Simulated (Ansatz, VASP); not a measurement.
**Two plane-wave programs on HfBr**

```xyz
2
Lattice="3.8468 0.0000 0.0000 0.0000 3.8468 0.0000 0.0000 0.0000 3.8468" Properties=species:S:1:pos:R:3 pbc="T T T"
Hf    0.0000    0.0000    0.0000
Br    1.9234    1.9234    1.9234
```

Change from the starting cell: species swapped into the HoPd type (Pm-3m, No. 221).

Alike in both runs: task relaxation of cell and atoms; functional PBE; k mesh 4 × 4 × 4; occupations gaussian, width 0.1 eV; no spin polarisation.

|  | VASP | Ansatz |
| --- | --- | --- |
| version | VASP 6.6.1 | Ansatz 0.2.0 |
| potentials or method | VASP PAW PBE potentials, release 64 (Hf_pv, Br) | scalar-relativistic, plane waves, PAW |
| plane-wave cutoff (eV) | 600 | 420 |
| valence electrons in the cell | 17 | 33 |

VASP gave:

| Quantity | Value |
| --- | --- |
| gap on the k mesh at the Fermi level, each at its own relaxed structure (eV) | none |
| relaxed volume (Å³/atom) | 19.80 |
| relaxed cell length with the largest relative difference (Å) | 3.409 |
| energy change over the relaxation (meV/atom) | -415 |

Task: Which values does Ansatz return?

Result: gap on the k mesh at the Fermi level, each at its own relaxed structure (eV): none; relaxed volume (Å³/atom): 20.03; relaxed cell length with the largest relative difference (Å): 3.422; energy change over the relaxation (meV/atom): -396.

A gap of «none» marks a metal or a gap that the smearing closes. The two sets of potentials don't hold the same shells in valence.

Caveats: the k mesh is coarse (spacing up to 0.41 Å⁻¹), so the values aren't converged; the volume moved by over 15 % at a fixed basis, so the end points are rough (VASP); an odd number of electrons without spin polarisation forces a metal; a magnetic or distorted state may lie lower. The runs have no spin-orbit coupling, so splittings on Hf are missing.
